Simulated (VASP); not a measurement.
**Relaxed cell of AlNi3: a test of cutoff and mesh**

Aim: test the relaxed volume of AlNi3 against cutoff and mesh. The starting structure is a cell with measured lattice constants from the literature and the atomic positions of a computed structure of the Materials Project. The first relaxation on each setting starts from this cell expanded by 3 % in volume.

Program: VASP 6.6.1. Level of theory: Kohn-Sham DFT with plane waves and PAW; PBEsol. Results are calculated unless marked as measured.

## Step 1: Set-up

The structure is cubic, space group Pm-3m (No. 221). The conventional cell has a = 3.568 Å, b = 3.568 Å, c = 3.568 Å, α = 90.00°, β = 90.00°, γ = 90.00°. Nearest to Ni lie 8 Ni at 2.52 Å and 4 Al at 2.52 Å. Al has 12 Ni at 2.52 Å nearest. Farther neighbours are not listed.

## Step 2: Reference relaxation

This run starts from the cell of an earlier relaxation, which isn't shown; the restart sets up the plane waves anew.

Input file INCAR:

```
SYSTEM = AlNi3
PREC = Accurate
ENCUT = 450
EDIFF = 1E-06
NELM = 100
ISMEAR = 1
SIGMA = 0.15
LREAL = .FALSE.
ALGO = Normal
GGA = PS
NBANDS = 26
ISPIN = 2
MAGMOM = 1 1 1 0
LASPH = .TRUE.
LMAXMIX = 4
LORBIT = 11
LWAVE = .FALSE.
LCHARG = .FALSE.
KPAR = 8
IBRION = 2
NSW = 50
ISIF = 3
EDIFFG = -0.006
```

Input file POSCAR:

```
AlNi3
1.0
    3.5177649229      0.0000000000      0.0000000000
    0.0000000000      3.5177649229      0.0000000000
    0.0000000000      0.0000000000      3.5177649229
Ni Al
3 1
Direct
    0.5000000000      0.5000000000      0.0000000000
    0.5000000000      0.0000000000      0.5000000000
    0.0000000000      0.5000000000      0.5000000000
    0.0000000000      0.0000000000      0.0000000000
```

Input file KPOINTS:

```
Automatic mesh
0
Gamma
10 10 10
0 0 0
```

Potentials, in the order of the species: Ni and Al (PBE family, release 64).

Run with:

```sh
> mpirun -np 8 vasp_std
```

The program printed:

```text
[banner, memory and clock lines left out]
running    8 mpi-ranks, on    1 nodes
 distrk:  each k-point on    1 cores,    8 groups
 distr:  one band on    1 cores,    1 groups

 POSCAR found type information on POSCAR NiAl
 POSCAR found :  2 types and       4 ions
|                                                                             |
|           W    W    AA    RRRRR   N    N  II  N    N   GGGG   !!!           |
|           W    W   A  A   R    R  NN   N  II  NN   N  G    G  !!!           |
|           W    W  A    A  R    R  N N  N  II  N N  N  G       !!!           |
|           W WW W  AAAAAA  RRRRR   N  N N  II  N  N N  G  GGG   !            |
|           WW  WW  A    A  R   R   N   NN  II  N   NN  G    G                |
|           W    W  A    A  R    R  N    N  II  N    N   GGGG   !!!           |
|                                                                             |
|     For optimal performance we recommend to set                             |
|       NCORE = 2 up to number-of-cores-per-socket                            |
|     NCORE specifies how many cores store one orbital (NPAR=cpu/NCORE).      |
|     This setting can greatly improve the performance of VASP for DFT.       |
|     The default, NCORE=1 might be grossly inefficient on modern             |
|     multi-core architectures or massively parallel machines. Do your        |
|     Unfortunately you need to use the default for GW and RPA                |
|     calculations (for HF NCORE is supported but not extensively tested      |
|     yet).                                                                   |
|                                                                             |

|                                                                             |
|               ----> ADVICE to this user running VASP <----                  |
|                                                                             |
|     You enforced a specific xc type in the INCAR file but a different       |
|     [... a line on the potential file left out ...]
|     I HOPE YOU KNOW WHAT YOU ARE DOING!                                     |
|                                                                             |

 LDA part: xc-table for (Slater+PW92), standard interpolation
 POSCAR, INCAR and KPOINTS ok, starting setup
 FFT: planning ... GRIDC
 FFT: planning ... GRID_SOFT
 FFT: planning ... GRID
 WAVECAR not read
 entering main loop
       N       E                     dE             d eps       ncg     rms          rms(c)
DAV:   1     0.178164093165E+03    0.17816E+03   -0.13031E+04  5944   0.149E+03
DAV:   2    -0.190844805305E+02   -0.19725E+03   -0.18401E+03  5834   0.291E+02
DAV:   3    -0.287895012561E+02   -0.97050E+01   -0.92554E+01  6434   0.853E+01
DAV:   4    -0.289491596973E+02   -0.15966E+00   -0.15946E+00  6954   0.102E+01
DAV:   5    -0.289547253103E+02   -0.55656E-02   -0.55652E-02  6970   0.170E+00    0.218E+01
DAV:   6    -0.296499452839E+02   -0.69522E+00   -0.42052E+01  6732   0.116E+02    0.215E+01
DAV:   7    -0.243650218992E+02    0.52849E+01   -0.14334E+01  6840   0.626E+01    0.267E+00
DAV:   8    -0.243173089067E+02    0.47713E-01   -0.27541E-01  6458   0.370E+00    0.145E+00
DAV:   9    -0.242908463430E+02    0.26463E-01   -0.22556E-02  7952   0.201E+00    0.759E-01
DAV:  10    -0.242901002758E+02    0.74607E-03   -0.23341E-03  7074   0.509E-01    0.253E-01
DAV:  11    -0.242903349385E+02   -0.23466E-03   -0.77743E-04  7572   0.425E-01    0.694E-02
DAV:  12    -0.242903289374E+02    0.60010E-05   -0.10506E-04  6798   0.120E-01    0.435E-02
DAV:  13    -0.242903271503E+02    0.17872E-05   -0.10604E-05  7020   0.487E-02    0.235E-02
DAV:  14    -0.242903278320E+02   -0.68179E-06   -0.25502E-06  5512   0.209E-02
   1 F= -.24290328E+02 E0= -.24290670E+02  d E =-.242903E+02  mag=     0.7207
 curvature:   0.00 expect dE= 0.000E+00 dE for cont linesearch  0.000E+00
 trial: gam= 0.00000 g(F)=  0.000E+00 g(S)=  0.284E-03 ort = 0.000E+00 (trialstep = 0.100E+01)
 search vector abs. value=  0.284E-03
 bond charge predicted
       N       E                     dE             d eps       ncg     rms          rms(c)
DAV:   1    -0.242974298321E+02   -0.71027E-02   -0.51886E-02  6056   0.347E+00    0.776E-01
DAV:   2    -0.242988432364E+02   -0.14134E-02   -0.59881E-02  6752   0.431E+00    0.748E-01
DAV:   3    -0.242903553200E+02    0.84879E-02   -0.19243E-02  6774   0.249E+00    0.107E-01
DAV:   4    -0.242901993035E+02    0.15602E-03   -0.30208E-04  6248   0.129E-01    0.461E-02
DAV:   5    -0.242901940885E+02    0.52150E-05   -0.12007E-05  7856   0.358E-02    0.122E-02
DAV:   6    -0.242901946688E+02   -0.58029E-06   -0.15480E-06  4622   0.156E-02
   2 F= -.24290195E+02 E0= -.24290551E+02  d E =0.133163E-03  mag=     0.7229
 trial-energy change:    0.000133  1 .order    0.000061   -0.000284    0.000407
 step:   0.2843(harm=  0.4110)  dis= 0.00000  next Energy=   -24.290367 (dE=-0.387E-04)
 bond charge predicted
       N       E                     dE             d eps       ncg     rms          rms(c)
DAV:   1    -0.242940255877E+02   -0.38315E-02   -0.26539E-02  6054   0.248E+00    0.550E-01
DAV:   2    -0.242946302699E+02   -0.60468E-03   -0.29812E-02  6740   0.306E+00    0.529E-01
DAV:   3    -0.242904358776E+02    0.41944E-02   -0.96311E-03  6770   0.176E+00    0.764E-02
DAV:   4    -0.242903524855E+02    0.83392E-04   -0.13728E-04  6108   0.914E-02    0.299E-02
DAV:   5    -0.242903488765E+02    0.36090E-05   -0.60974E-06  7508   0.284E-02    0.847E-03
DAV:   6    -0.242903484944E+02    0.38204E-06   -0.81471E-07  3982   0.947E-03
   3 F= -.24290348E+02 E0= -.24290697E+02  d E =-.206624E-04  mag=     0.7219
 curvature:  -0.20 expect dE=-0.407E-07 dE for cont linesearch -0.407E-07
 trial: gam=-0.02630 g(F)=  0.189E-65 g(S)=  0.207E-06 ort = 0.767E-05 (trialstep = 0.857E+00)
 search vector abs. value=  0.252E-09
 reached required accuracy - stopping structural energy minimisation
```

It took 30 s on 8 MPI ranks of Intel Xeon Platinum 8488C (Sapphire Rapids), shared host; peak memory 1.6 GiB; 3 min of CPU time.

The logs omit lines about the potential files and the build; timing stands in the text.

Parts of OUTCAR (step 2):

```text
ion  position               nearest neighbor table
   1  0.500  0.500  0.000-   2 2.49   3 2.49   4 2.49   2 2.49   3 2.49   2 2.49   4 2.49   2 2.49
                             3 2.49   4 2.49   3 2.49   4 2.49
   2  0.500  0.000  0.500-   1 2.49   3 2.49   4 2.49   1 2.49   4 2.49   1 2.49   3 2.49   1 2.49
                             3 2.49   4 2.49   4 2.49   3 2.49
   3  0.000  0.500  0.500-   1 2.49   2 2.49   4 2.49   1 2.49   4 2.49   2 2.49   4 2.49   4 2.49
                             1 2.49   2 2.49   1 2.49   2 2.49
   4  0.000  0.000  0.000-   1 2.49   2 2.49   3 2.49   2 2.49   3 2.49   1 2.49   3 2.49   3 2.49
                             1 2.49   2 2.49   2 2.49   1 2.49

  LATTYP: Found a simple cubic cell.
 ALAT       =     3.5177649229

 Subroutine GETGRP returns: Found 48 space group operations
 (whereof 48 operations were pure point group operations)

The static configuration has the point symmetry O_h .

 Found     56 irreducible k-points:

   k-points           NKPTS =     56   k-points in BZ     NKDIM =     56   number of bands    NBANDS=     26

   dimension x,y,z NGX =    24 NGY =   24 NGZ =   24
   dimension x,y,z NGXF=    48 NGYF=   48 NGZF=   48

   ENCUT  =  450.0 eV  33.07 Ry    5.75 a.u.   6.08  6.08  6.08*2*pi/ulx,y,z

   NELECT =      33.0000    total number of electrons

 k-points in reciprocal lattice and weights: Automatic mesh
   0.00000000  0.00000000  0.00000000       0.001
   0.10000000  0.00000000  0.00000000       0.006
   0.20000000  0.00000000  0.00000000       0.006
   0.30000000  0.00000000  0.00000000       0.006
   0.40000000  0.00000000  0.00000000       0.006
   0.50000000  0.00000000  0.00000000       0.003
   0.10000000  0.10000000  0.00000000       0.012
   0.20000000  0.10000000  0.00000000       0.024
   0.30000000  0.10000000  0.00000000       0.024
[...]
0.50000000  0.50000000  0.40000000       0.006
   0.50000000  0.50000000  0.50000000       0.001

 average (electrostatic) potential at core
       1 -81.0600       2 -81.0600       3 -81.0600       4 -69.3329

 E-fermi :   9.8134

 spin component 1
 k-point     1 :       0.0000    0.0000    0.0000
  band No.  band energies     occupation
    ...
     12       9.2537      1.00000
     13       9.5607      1.01921
     14       9.7542      0.80684
     15       9.7542      0.80684
     16       9.7542      0.80683
     17      10.6876     -0.00000
     18      10.6876     -0.00000
     19      10.6876     -0.00000
     20      16.5578      0.00000
     21      16.5578      0.00000
    ...

 k-point     2 :       0.1000    0.0000    0.0000
  band No.  band energies     occupation
    ...
     12       9.2553      1.00000
     13       9.4679      1.00266
     14       9.4679      1.00266
     15       9.5139      1.00808
     16       9.7544      0.80634
     17      10.1982     -0.00086
     18      11.1337     -0.00000
     19      11.1337     -0.00000
     20      16.5447      0.00000
     21      16.9181      0.00000
    ...

 k-point     3 :       0.2000    0.0000    0.0000
  band No.  band energies     occupation
    ...
     13       9.0844      1.00000
     14       9.2481      1.00000
     15       9.3862      1.00021
     16       9.3930      1.00027
     17       9.7546      0.80515
     18      11.9855     -0.00000
     19      11.9855     -0.00000
     20      16.5065      0.00000
     21      17.1846      0.00000
     22      19.4227      0.00000
    ...

 k-point     4 :       0.3000    0.0000    0.0000
  band No.  band energies     occupation
    ...
     13       8.7977      1.00000
     14       8.9786      1.00000
     15       9.1093      1.00000
     16       9.3103      1.00001
     17       9.7550      0.80351
     18      13.0160      0.00000
     19      13.0160      0.00000
     20      16.4502      0.00000
     21      17.4031      0.00000
     22      18.4807      0.00000
    ...

 k-point     5 :       0.4000    0.0000    0.0000
  band No.  band energies     occupation
    ...
     13       8.6175      1.00000
     14       8.7235      1.00000
     15       8.8660      1.00000
     16       9.3104      1.00001
     17       9.7553      0.80220
     18      14.1894      0.00000
     19      14.1894      0.00000
     20      16.3951      0.00000
     21      16.9274      0.00000
     22      16.9274      0.00000
    ...

 k-point     6 :       0.5000    0.0000    0.0000
  band No.  band energies     occupation
    ...
     13       8.5546      1.00000
     14       8.6160      1.00000
     15       8.7390      1.00000
     16       9.3127      1.00001
     17       9.7555      0.80142
     18      15.4877      0.00000
     19      15.4877      0.00000
     20      15.5021      0.00000
     21      15.5021      0.00000
     22      16.3715      0.00000
    ...

  Total        0.0023943      0.0023943      0.0023943      0.0000000     -0.0000000     -0.0000000
  in kB        0.0880419      0.0880419      0.0880419      0.0000000     -0.0000000     -0.0000000
  external PRESSURE =       0.0880419 kB  Pullay stress =       0.0000000 kB

  energy-cutoff  :      450.00
  volume of cell :       43.57
      direct lattice vectors                 reciprocal lattice vectors
     3.518833328  0.000000000 -0.000000000     0.284185100  0.000000000 -0.000000000
    -0.000000000  3.518833328 -0.000000000    -0.000000000  0.284185100 -0.000000000
     0.000000000  0.000000000  3.518833328     0.000000000  0.000000000  0.284185100

 POSITION                                       TOTAL-FORCE (eV/Angst)
 -----------------------------------------------------------------------------------
      1.75942      1.75942     -0.00000        -0.000000     -0.000000      0.000000
      1.75942      0.00000      1.75942        -0.000000      0.000000      0.000000
     -0.00000      1.75942      1.75942         0.000000      0.000000      0.000000
      0.00000      0.00000      0.00000        -0.000000     -0.000000      0.000000
 -----------------------------------------------------------------------------------
    total drift:                                0.000000     -0.000000     -0.000000

  FREE ENERGIE OF THE ION-ELECTRON SYSTEM (eV)
  ---------------------------------------------------
  free  energy   TOTEN  =       -24.2903484944 eV

  energy  without entropy=      -24.2913953942  energy(sigma->0) =      -24.29069746

 reached required accuracy - stopping structural energy minimisation

 total charge
# of ion       s       p       d       tot
------------------------------------------
    1        0.512   0.554   8.396   9.462
    2        0.512   0.554   8.396   9.462
    3        0.512   0.554   8.396   9.462
    4        0.410   0.406   0.000   0.816
--------------------------------------------------
tot          1.947   2.067  25.188  29.203

 magnetization (x)
# of ion       s       p       d       tot
------------------------------------------
    1       -0.003  -0.009   0.266   0.254
    2       -0.003  -0.009   0.266   0.254
    3       -0.003  -0.009   0.266   0.254
    4       -0.001  -0.008   0.000  -0.008
--------------------------------------------------
tot         -0.009  -0.034   0.798   0.755

[... 6 further parts left out ...]
```

CONTCAR:

```
AlNi3
   1.00000000000000
     3.5188333283912390    0.0000000000000000   -0.0000000000000000
    -0.0000000000000000    3.5188333283912390   -0.0000000000000000
     0.0000000000000000    0.0000000000000000    3.5188333283912390
  Ni              Al
     3     1
Direct
     0.5000000000000000    0.5000000000000000    0.0000000000000000
     0.5000000000000000    0.0000000000000000    0.5000000000000000
     0.0000000000000000    0.5000000000000000    0.5000000000000000
     0.0000000000000000    0.0000000000000000    0.0000000000000000
```

The PAW data sets were made with PBE, which is usual practice but a small mismatch for other functionals. The run keeps the 48 symmetry operations of its start, so it cannot find a distortion of lower symmetry.

The reference relaxation ends at 10.893 Å³ an atom. Pressures at 0.985 and 1.015 times this volume, from two more relaxations that aren't shown, give a bulk modulus of 205.5 GPa.

## Step 3: Relaxation with a cutoff of 270 eV

Against step 2 the input has ENCUT = 270. This run starts from the cell of an earlier relaxation, which isn't shown; the restart sets up the plane waves anew.

Edit INCAR of step 2 so:

```diff
@@ -2,3 +2,3 @@
 PREC = Accurate
-ENCUT = 450
+ENCUT = 270
 EDIFF = 1E-06
```

Input file POSCAR:

```
AlNi3
1.0
    3.5125802095      0.0000000000      0.0000000000
    0.0000000000      3.5125802095      0.0000000000
    0.0000000000      0.0000000000      3.5125802095
Ni Al
3 1
Direct
    0.5000000000      0.5000000000      0.0000000000
    0.5000000000      0.0000000000      0.5000000000
    0.0000000000      0.5000000000      0.5000000000
    0.0000000000      0.0000000000      0.0000000000
```

KPOINTS is that of step 2.

Run with:

```sh
> mpirun -np 8 vasp_std
```

The program printed:

```text
[banner, memory and clock lines left out]
running    8 mpi-ranks, on    1 nodes
[...]
[... a notice as in an earlier step ...]

 [... a notice as in an earlier step ...]

 LDA part: xc-table for (Slater+PW92), standard interpolation
 POSCAR, INCAR and KPOINTS ok, starting setup
[...]
entering main loop
       N       E                     dE             d eps       ncg     rms          rms(c)
DAV:   1     0.127919739475E+03    0.12792E+03   -0.92695E+03  6064   0.968E+02
DAV:   2    -0.232651215531E+02   -0.15118E+03   -0.14003E+03  5856   0.231E+02
DAV:   3    -0.288581972684E+02   -0.55931E+01   -0.54178E+01  6680   0.571E+01
DAV:   4    -0.289290915203E+02   -0.70894E-01   -0.70855E-01  6730   0.594E+00
[...]
DAV:  12    -0.242798967726E+02   -0.59734E-04   -0.11342E-04  6506   0.106E-01    0.391E-02
DAV:  13    -0.242798998847E+02   -0.31122E-05   -0.10384E-05  6842   0.420E-02    0.191E-02
DAV:  14    -0.242799003912E+02   -0.50649E-06   -0.17804E-06  4486   0.175E-02
[...]
DAV:   8    -0.242791159331E+02   -0.27839E-06   -0.11476E-06  4226   0.145E-02
   2 F= -.24279116E+02 E0= -.24279361E+02  d E =0.784458E-03  mag=     0.7112
 trial-energy change:    0.000784  1 .order    0.001187   -0.006809    0.009184
 step:   0.4633(harm=  0.4258)  dis= 0.00000  next Energy=   -24.281518 (dE=-0.162E-02)
[...]
N       E                     dE             d eps       ncg     rms          rms(c)
DAV:   1    -0.243311454825E+02   -0.52030E-01   -0.35229E-01  5994   0.833E+00    0.203E+00
DAV:   2    -0.243386852332E+02   -0.75398E-02   -0.39370E-01  6790   0.999E+00    0.189E+00
DAV:   3    -0.242824244200E+02    0.56261E-01   -0.12215E-01  6842   0.574E+00    0.302E-01
DAV:   4    -0.242816464251E+02    0.77799E-03   -0.19302E-03  6154   0.315E-01    0.124E-01
DAV:   5    -0.242815528984E+02    0.93527E-04   -0.90945E-05  7908   0.909E-02    0.341E-02
DAV:   6    -0.242815598767E+02   -0.69783E-05   -0.13710E-05  6648   0.314E-02    0.164E-02
DAV:   7    -0.242815643396E+02   -0.44629E-05   -0.21355E-06  5216   0.142E-02    0.635E-03
DAV:   8    -0.242815652418E+02   -0.90220E-06   -0.76614E-07  3440   0.908E-03
   3 F= -.24281565E+02 E0= -.24281852E+02  d E =-.166485E-02  mag=     0.7155
[...]
reached required accuracy - stopping structural energy minimisation
```

Elapsed: 19 s, on 8 MPI ranks; peak memory 1.3 GiB.

Parts of OUTCAR (step 3):

```text
  Total        0.0097596      0.0097596      0.0097596      0.0000000      0.0000000     -0.0000000
  in kB        0.3634346      0.3634346      0.3634346      0.0000000      0.0000000     -0.0000000
  external PRESSURE =       0.3634346 kB  Pullay stress =       0.0000000 kB

 POSITION                                       TOTAL-FORCE (eV/Angst)
 -----------------------------------------------------------------------------------
      1.75203      1.75203     -0.00000         0.000000      0.000000      0.000000
      1.75203      0.00000      1.75203        -0.000000     -0.000000      0.000000
     -0.00000      1.75203      1.75203        -0.000000     -0.000000      0.000000
      0.00000      0.00000      0.00000         0.000000      0.000000      0.000000
 -----------------------------------------------------------------------------------
    total drift:                               -0.000000      0.000000      0.000000

  FREE ENERGIE OF THE ION-ELECTRON SYSTEM (eV)
  ---------------------------------------------------
  free  energy   TOTEN  =       -24.2815652418 eV

  energy  without entropy=      -24.2824259480  energy(sigma->0) =      -24.28185214

 magnetization (x)
# of ion       s       p       d       tot
------------------------------------------
    1       -0.003  -0.009   0.264   0.252
    2       -0.003  -0.009   0.264   0.252
    3       -0.003  -0.009   0.264   0.252
    4       -0.001  -0.008   0.000  -0.008
--------------------------------------------------
tot         -0.009  -0.034   0.791   0.748

[... 2 parts as in an earlier step ...]

[... 2 further parts left out ...]
[key lines of the parts left out:]
E-fermi :   9.9898
```

With a cutoff of 270 eV the cell ends at 10.756 Å³ an atom, -1.25 % from the reference; the bulk modulus is 211.9 GPa against 205.5 GPa.

[end of part 1 of 2]

[Lines on the potential files, build, host, timing and source positions are cut from VASP's logs without a mark.]

[Logs are printed without paths, hosts, clocks, repeated set-up lines and the standing remarks that a program may print on its own settings, such as how far it seeks lower states.]

[Hosts, paths, dates, database ids (printed as entryN), source tags and the programs' standing remarks are cut or masked in the printed files.]
